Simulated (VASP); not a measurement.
**Which face does Pt expose?**

How do surface energy, work function and relaxation of Pt depend on the face?

Main program and level: VASP 6.6.1; PBEsol; plane waves and PAW (Pt).

Report form: the programs' logs are mostly left out.

### 1. The starting structure

Symmetry: Fm-3m, No. 225, cubic system. Conventional cell: a = 3.920 Å, b = 3.920 Å, c = 3.920 Å, α = 90.00°, β = 90.00°, γ = 90.00°. Nearest to Pt lie 12 Pt at 2.77 Å.

As a file:

```
Pt
1.0
     0.00000    1.96000    1.96000
     1.96000    0.00000    1.96000
     1.96000    1.96000    0.00000
Pt
1
Direct
  0.00000 0.00000 0.00000
```

### 2. The bulk reference, job relaxation, k-mesh 17×17×17

The bulk crystal is relaxed first, so that the slabs are cut at this functional's lattice.

The input, INCAR:

```
SYSTEM = Pt
PREC = Accurate
ENCUT = 420
EDIFF = 1E-06
NELM = 120
ISMEAR = 1
SIGMA = 0.15
LREAL = .FALSE.
ALGO = Normal
GGA = PS
NBANDS = 11
LORBIT = 11
LWAVE = .FALSE.
LCHARG = .FALSE.
KPAR = 4
IBRION = 2
NSW = 30
ISIF = 3
EDIFFG = -0.01
POTIM = 0.4
```

The input, POSCAR:

```
Pt
1.0
    0.0000000000      1.9600000000      1.9600000000
    1.9600000000      0.0000000000      1.9600000000
    1.9600000000      1.9600000000      0.0000000000
Pt
1
Direct
    0.0000000000      0.0000000000      0.0000000000
```

The input, KPOINTS:

```
Automatic mesh
0
Gamma
17 17 17
0 0 0
```

The projector-augmented-wave data sets are Pt (PBE family, release 64).

The run is started by

```sh
$ mpirun -np 4 vasp_std
```

Elapsed: 10 s, on 4 MPI ranks of AMD EPYC 7R43, shared host; peak memory 0.47 GiB; 39 s of CPU time.

The PAW data sets were made with PBE, which is usual practice but a small mismatch for other functionals. The run keeps the 48 symmetry operations of its start, so it cannot find a distortion of lower symmetry.

Little changed from the start: no atom moved by 0.005 Å and no cell edge by 0.1 %.

Numbers from this step:

```yaml
electronic_cycles: 21
electrons: 10
free_energy_toten: -6.966 eV
energy_at_zero_smearing: -6.965 eV
fermi_energy: 11.17 eV
metallic: yes
```

The run ended after 3 ionic steps, 0.000 eV below its first step, once forces and stress met EDIFFG = -0.01.

Energy at zero smearing: -6.96539 eV.

### 3. The bulk reference, job self-consistent run, k-mesh 20×20×20

The input, INCAR:

```
SYSTEM = Pt
PREC = Normal
ENCUT = 320
EDIFF = 1E-06
NELM = 120
ISMEAR = 1
SIGMA = 0.15
LREAL = .FALSE.
ALGO = Fast
GGA = PS
NBANDS = 11
LORBIT = 11
LWAVE = .FALSE.
LCHARG = .FALSE.
KPAR = 4
```

The input, POSCAR:

```
Pt
1.0
    0.0000000000      1.9581034749      1.9581034749
    1.9581034749      0.0000000000      1.9581034749
    1.9581034749      1.9581034749      0.0000000000
Pt
1
Direct
    0.0000000000      0.0000000000      0.0000000000
```

The input, KPOINTS:

```
Automatic mesh
0
Gamma
20 20 20
0 0 0
```

The run is started by

```sh
$ mpirun -np 4 vasp_std
```

The job ended after 3.4 s (4 MPI ranks; peak memory 0.35 GiB).

This step gave:

```
electronic cycles   : 12
free energy (TOTEN) : -6.967 eV
Fermi energy        : 11.19 eV
```

Energy at zero smearing: -6.96718 eV.

The run ends at a pressure of -0.99 GPa.

### 4. Relaxing the slab, 7 atoms, face Pt(111)

System of this step: Pt(111). The cell holds 7 atoms: 7 Pt. Its edges and angles: a = 2.769 Å, b = 2.769 Å, c = 28.566 Å, α = 90.0°, β = 90.0°, γ = 60.0°. It derives from Pt. 7 layers of fcc Pt, cut at this functional's lattice. Vacuum lies along c.

All atoms relax at the fixed cell.

The input, INCAR:

```
SYSTEM = Pt
PREC = Normal
ENCUT = 320
EDIFF = 1E-05
NELM = 120
ISMEAR = 1
SIGMA = 0.15
LREAL = .FALSE.
ALGO = Fast
GGA = PS
NBANDS = 43
LORBIT = 11
LWAVE = .FALSE.
LCHARG = .FALSE.
KPAR = 4
IBRION = 2
NSW = 40
ISIF = 2
EDIFFG = -0.03
POTIM = 0.4
MAXMIX = 40
```

The input, POSCAR:

```
Pt
1.0
    2.7691764907      0.0000000000      0.0000000000
    1.3845882454      2.3981771885      0.0000000000
    0.0000000000      0.0000000000     28.5661388200
Pt
7
Direct
    0.0000000000      0.0000000000      0.2625486100
    0.3333333300      0.3333333300      0.3416990700
    0.6666666700      0.6666666700      0.4208495400
    0.0000000000      0.0000000000      0.5000000000
    0.3333333300      0.3333333300      0.5791504600
    0.6666666700      0.6666666700      0.6583009300
    0.0000000000      0.0000000000      0.7374513900
```

The input, KPOINTS:

```
Automatic mesh
0
Gamma
12 12 1
0 0 0
```

The run is started by

```sh
$ mpirun -np 4 vasp_std
```

Run time: 33 s. Hardware: 4 MPI ranks; peak memory 0.62 GiB; 2.1 min of CPU time.

The run keeps the 12 symmetry operations of its start, so it cannot find a distortion of lower symmetry.

Relaxation path:

| step | energy less that of the first step (eV) | largest force (eV/Å) |
| --- | --- | --- |
| 1 | 0.0000 | 0.2130 |
| 2 | -0.0029 | 0.0528 |
| 3 | -0.0031 | 0.0686 |
| 4 | -0.0035 | 0.0297 |

The atoms that moved most (Å):

| atom | dx | dy | dz | length |
| --- | --- | --- | --- | --- |
| Pt2 | 0.000 | 0.000 | 0.011 | 0.011 |
| Pt6 | 0.000 | 0.000 | -0.011 | 0.011 |
| Pt1 | 0.000 | 0.000 | -0.006 | 0.006 |
| Pt7 | 0.000 | 0.000 | 0.006 | 0.006 |

Final coordinates:

```
Pt
1.0
     2.76918    0.00000    0.00000
     1.38459    2.39818    0.00000
     0.00000    0.00000   28.56614
Pt
7
Direct
  0.00000 0.00000 0.26234
  0.33333 0.33333 0.34209
  0.66667 0.66667 0.42091
  0.00000 0.00000 0.50000
  0.33333 0.33333 0.57909
  0.66667 0.66667 0.65791
  0.00000 0.00000 0.73766
```

This step gave:

| Property | Result |
| --- | --- |
| electronic cycles | 38 |
| electrons | 70 |
| free energy (TOTEN) | -47.26 eV |
| energy at zero smearing | -47.26 eV |
| Fermi energy | 3.581 eV |

The run ended after 4 ionic steps, 0.003 eV below its first step, once the forces on the free atoms met EDIFFG = -0.03.

### 5. Vacuum level and density of states, 7 atoms, face Pt(111)

A static run writes the electrostatic potential without exchange and correlation (LVHAR), which is flat in the vacuum and gives the level to count from. The dipole correction cancels the field that unlike faces would set up across the vacuum.

The input, INCAR:

```
SYSTEM = Pt
PREC = Normal
ENCUT = 320
EDIFF = 1E-06
NELM = 120
ISMEAR = 1
SIGMA = 0.15
LREAL = .FALSE.
ALGO = Fast
GGA = PS
NBANDS = 43
LORBIT = 11
LWAVE = .FALSE.
LCHARG = .TRUE.
KPAR = 4
IDIPOL = 3
LDIPOL = .TRUE.
DIPOL = 0.5 0.5 0.5
LVHAR = .TRUE.
LVACPOTAV = .TRUE.
NEDOS = 1500
```

The input, POSCAR:

```
Pt
1.0
    2.7691764907      0.0000000000      0.0000000000
    1.3845882454      2.3981771885      0.0000000000
    0.0000000000      0.0000000000     28.5661388200
Pt
7
Direct
    0.0000000000      0.0000000000      0.2623401404
    0.3333333300      0.3333333300      0.3420876295
    0.6666666700      0.6666666700      0.4209117043
    0.0000000000      0.0000000000      0.5000000000
    0.3333333300      0.3333333300      0.5790882957
    0.6666666700      0.6666666700      0.6579123705
    0.0000000000      0.0000000000      0.7376598596
```

KPOINTS is that of step 4.

The run is started by

```sh
$ mpirun -np 4 vasp_std
```

It took 30 s on 4 MPI ranks; peak memory 0.58 GiB.

This step gave:

| Quantity | Value |
| --- | --- |
| electronic cycles | 32 |
| Fermi energy | 3.579 eV |
| dipole moment | 0, 0, 0 e·Å |
| vacuum levels | 9.353, 9.353 eV |
| work functions of the upper and lower face | 5.774, 5.774 eV |

The planar average of the electrostatic potential oscillates, so the rows of the table below give means over windows of 2.27 Å about each position, cut where the curve ends. Its maxima inside the range that stand out by 2 % of the span (Å: eV): 8.6: 0.505, 10.9: -0.0066, 13.1: 0.0437, 15.4: 0.0437, 17.7: -0.0066, 20.0: 0.505. Its minima: 7.5: -21.4, 9.7: -21.7, 12.0: -21.8, 14.3: -21.8, 16.6: -21.8, 18.8: -21.7, 21.1: -21.4.

Zero at the Fermi level. Planar average of the electrostatic potential against height; means over each step:

| height (Å) | planar average of the electrostatic potential (eV) |
| --- | --- |
| 1.14 | 5.78 |
| 3.41 | 5.78 |
| 5.68 | 3.95 |
| 7.95 | -10.7 |
| 10.22 | -11.2 |
| 12.49 | -11.2 |
| 14.76 | -11.2 |
| 17.03 | -11.3 |
| 19.30 | -10.9 |
| 21.57 | -8.88 |
| 23.84 | 5.67 |
| 26.11 | 5.78 |
| 28.38 | 5.78 |

Density of states in the PAW spheres, an atom over height of the layer and energy from the Fermi level.

Ten even steps from '_' (0.07 states/eV) to '@' (2.24 states/eV), each cell a mean:
```
--------------
**%%%%##%%%%**
%%**++++++**%%
##====--====##
##++==**==++##
**--======--**
##==**++**==##
**++==++==++**
**----------**
@@##**++**##@@
##%%%%@@%%%%##
==**##**##**==
==++******++==
==++**++**++==
::==--==--==::
--++======++--
==**++--++**==
..++++**++++..
..==++==++==..
__..::::::..__
____......____
______________
```
Columns: height of the layer (Å) from 7.5 to 21.1; rows upwards: energy from the Fermi level (eV) from -7.9 to 0.5.

Valence density in the ca plane at fractional y = 0.000, with atoms of Pt within 0.2 Å of it. It is the smooth field of the valence electrons, not physical close to the nuclei.

Ten even steps from '0' (0.0 e/Å³) to '9' (3.4 e/Å³), each cell a mean:
```
00000000025885210000000000013688510000000000
10001111013553101111000111002354310000000000
21011221001221101221101222101122100000000000
21112332100110001332111232100011000000000000
21112321101111001232111232100111000000000000
11001111012332101111001111101233200000000000
00000110014675210110000010012576410000000000
00000000125996310000000000013799510000000000
```
Columns run along c (16.0 Å, from fractional 0.35 to 0.91 of the cell), rows up along a (2.8 Å). Atoms in or near the plane, at fractional coordinates: Pt at (0.50, 0.00), Pt at (0.74, 0.00).

The map of layer states is cut here 0.5 eV above the Fermi level, so it leaves out the states above that.

The vacuum level lies 5.77 eV above the Fermi level at the upper face; both faces agree, as the slab has next to no dipole.

The program found no field-free point at its default tolerance, but its printed level agrees with the flat part of the planar average.

On this mesh the fine structure of the density of states is sampling noise, and high empty states may be cut by the number of bands.

### 6. Surface relaxation, 7 atoms, face Pt(100)

The input, INCAR:

```
SYSTEM = Pt
PREC = Normal
ENCUT = 320
EDIFF = 1E-05
NELM = 120
ISMEAR = 1
SIGMA = 0.15
LREAL = .FALSE.
ALGO = Fast
GGA = PS
NBANDS = 43
LORBIT = 11
LWAVE = .FALSE.
LCHARG = .FALSE.
KPAR = 4
IBRION = 2
NSW = 40
ISIF = 2
EDIFFG = -0.03
POTIM = 0.4
MAXMIX = 40
```

The input, POSCAR:

```
Pt
1.0
    2.7691764907      0.0000000000      0.0000000000
    0.0000000000      2.7691764907      0.0000000000
    0.0000000000      0.0000000000     26.7486208494
Pt
7
Direct
    0.0000000000      0.0000000000      0.2803882900
    0.5000000000      0.5000000000      0.3535921900
    0.0000000000      0.0000000000      0.4267961000
    0.5000000000      0.5000000000      0.5000000000
    0.0000000000      0.0000000000      0.5732039000
    0.5000000000      0.5000000000      0.6464078100
    0.0000000000      0.0000000000      0.7196117100
```

The input, KPOINTS:

```
Automatic mesh
0
Gamma
11 11 1
0 0 0
```

The run is started by

```sh
$ mpirun -np 4 vasp_std
```

It took 1.8 min on 4 MPI ranks; peak memory 0.66 GiB; 6.9 min of CPU time.

The run keeps the 16 symmetry operations of its start, so it cannot find a distortion of lower symmetry.

Step by step:

| step | energy less that of the first step (eV) | largest force (eV/Å) |
| --- | --- | --- |
| 1 | 0.0000 | 0.4269 |
| 2 | -0.0168 | 0.2223 |
| 3 | -0.0207 | 0.1324 |
| 4 | -0.0209 | 0.1362 |
| 5 | -0.0234 | 0.0802 |
| 6 | -0.0239 | 0.0551 |
| 7 | -0.0239 | 0.0520 |
| 8 | -0.0244 | 0.0394 |
| 9 | -0.0254 | 0.0593 |
| 10 | -0.0259 | 0.0842 |
| 11 | -0.0259 | 0.0749 |
| 12 | -0.0263 | 0.0409 |
| 13 | -0.0265 | 0.0261 |

The atoms that moved most (Å):

| atom | dx | dy | dz | length |
| --- | --- | --- | --- | --- |
| Pt1 | 0.000 | 0.000 | 0.059 | 0.059 |
| Pt7 | 0.000 | 0.000 | -0.059 | 0.059 |
| Pt6 | 0.000 | 0.000 | -0.006 | 0.006 |
| Pt2 | 0.000 | 0.000 | 0.006 | 0.006 |

The relaxed structure:

```xyz
7
Lattice="2.7692 0.0000 0.0000 0.0000 2.7692 0.0000 0.0000 0.0000 26.7486" Properties=species:S:1:pos:R:3
Pt    0.0000    0.0000    7.5595
Pt    1.3846    1.3846    9.4639
Pt    0.0000    0.0000   11.4146
Pt    1.3846    1.3846   13.3743
Pt    0.0000    0.0000   15.3340
Pt    1.3846    1.3846   17.2847
Pt    0.0000    0.0000   19.1892
```

Numbers from this step:

| Item | Value |
| --- | --- |
| electronic cycles | 87 |
| free energy (TOTEN) | -46.59 eV |
| energy at zero smearing | -46.58 eV |
| Fermi energy | 2.860 eV |

The run ended after 13 ionic steps, 0.026 eV below its first step, once the forces on the free atoms met EDIFFG = -0.03.

### 7. Potential and states of the slab, 7 atoms, face Pt(100)

The input, INCAR:

```
SYSTEM = Pt
PREC = Normal
ENCUT = 320
EDIFF = 1E-06
NELM = 120
ISMEAR = 1
SIGMA = 0.15
LREAL = .FALSE.
ALGO = Fast
GGA = PS
NBANDS = 43
LORBIT = 11
LWAVE = .FALSE.
LCHARG = .TRUE.
KPAR = 4
IDIPOL = 3
LDIPOL = .TRUE.
DIPOL = 0.5 0.5 0.5
LVHAR = .TRUE.
LVACPOTAV = .TRUE.
NEDOS = 1500
```

The input, POSCAR:

```
Pt
1.0
    2.7691764907      0.0000000000      0.0000000000
    0.0000000000      2.7691764907      0.0000000000
    0.0000000000      0.0000000000     26.7486208494
Pt
7
Direct
    0.0000000000      0.0000000000      0.2826114895
    0.5000000000      0.5000000000      0.3538106042
    0.0000000000      0.0000000000      0.4267358634
    0.5000000000      0.5000000000      0.5000000000
    0.0000000000      0.0000000000      0.5732641366
    0.5000000000      0.5000000000      0.6461893958
    0.0000000000      0.0000000000      0.7173885105
```

KPOINTS is that of step 6.

The run is started by

```sh
$ mpirun -np 4 vasp_std
```

It took 40 s on 4 MPI ranks; peak memory 0.62 GiB; 2.6 min of CPU time.

Numbers from this step:

```
electronic cycles                          : 31
vacuum levels                              : 8.665, 8.665 eV
work functions of the upper and lower face : 5.805, 5.805 eV
```

The planar average of the electrostatic potential oscillates, so the rows of the table below give means over windows of 2.01 Å about each position, cut where the curve ends. Its maxima inside the range that stand out by 2 % of the span (Å: eV): 8.5: -3.43, 10.5: -3.00, 12.4: -2.78, 14.4: -2.78, 16.3: -3.00, 18.3: -3.43. Its minima: 7.6: -17.8, 9.5: -18.2, 11.4: -18.2, 13.4: -18.2, 15.4: -18.2, 17.3: -18.2, 19.2: -17.8.

Zero at the Fermi level. Table of planar average of the electrostatic potential by height; means over each step:

| height (Å) | planar average of the electrostatic potential (eV) |
| --- | --- |
| 1.00 | 5.81 |
| 3.01 | 5.81 |
| 5.02 | 5.65 |
| 7.03 | -7.45 |
| 9.04 | -11.4 |
| 11.05 | -11.2 |
| 13.06 | -11.1 |
| 15.07 | -11.1 |
| 17.08 | -11.1 |
| 19.09 | -10.3 |
| 21.10 | 4.89 |
| 23.11 | 5.80 |
| 25.12 | 5.81 |

Density of states in the PAW spheres, an atom over height of the layer and energy from the Fermi level.

Ten even steps from '_' (0.08 states/eV) to '@' (2.11 states/eV), each cell a mean:
```
::::------::::
@@@@%%%%%%@@@@
##**++++++**##
@@++==**==++@@
@@++======++@@
##==++++++==##
@@==##++##==@@
##==++**++==##
##====++====##
##**********##
**@@@@%%@@@@**
==**%%##%%**==
==++******++==
--++++++++++--
==**==++==**==
::++--==--++::
==%%++==++%%==
::**++++++**::
..==++==++==..
__::::::::::__
____......____
______________
```
Columns: height of the layer (Å) from 7.6 to 19.2; rows upwards: energy from the Fermi level (eV) from -7.9 to 0.5.

Valence density in the ca plane at fractional y = 0.000, with atoms of Pt within 0.2 Å of it. It is the smooth field of the valence electrons, not physical close to the nuclei.

Values in e/Å³, 5 rows by 16 columns, each cell a mean:
```
0.7 0.2 1.0 2.3 0.5 0.2 1.2 2.2 0.4 0.2 1.5 2.0 0.2 0.0 0.0 0.0
0.4 0.3 0.4 0.8 0.3 0.3 0.5 0.8 0.3 0.3 0.6 0.7 0.1 0.0 0.0 0.0
0.3 0.3 0.3 0.4 0.3 0.3 0.3 0.4 0.3 0.3 0.3 0.4 0.1 0.0 0.0 0.0
0.5 0.2 0.6 1.3 0.4 0.2 0.7 1.2 0.3 0.3 0.8 1.1 0.1 0.0 0.0 0.0
0.8 0.2 1.2 2.8 0.6 0.2 1.4 2.7 0.5 0.2 1.8 2.5 0.2 0.0 0.0 0.0
```
Columns run along c (16.0 Å, from fractional 0.31 to 0.90 of the cell), rows up along a (2.8 Å). Atoms in or near the plane, at fractional coordinates: Pt at (0.43, 0.00), Pt at (0.57, 0.00), Pt at (0.72, 0.00).

The map of layer states is cut here 0.5 eV above the Fermi level, so it leaves out the states above that.

The vacuum level lies 5.80 eV above the Fermi level at the upper face; both faces agree, as the slab has next to no dipole.

The program found no field-free point at its default tolerance, but its printed level agrees with the flat part of the planar average.

On this mesh the fine structure of the density of states is sampling noise, and high empty states may be cut by the number of bands.

(Continued in part 2 of 2.)

[Lines on the potential files, build, host, timing and source positions are cut from VASP's logs without a mark.]

[Logs are printed without paths, hosts, clocks, repeated set-up lines and the standing remarks that a program may print on its own settings, such as how far it seeks lower states.]

[Hosts, paths, dates, database ids (printed as entryN), source tags and the programs' standing remarks are cut or masked in the printed files.]

[Runs that stopped without an error message from VASP are left out.]
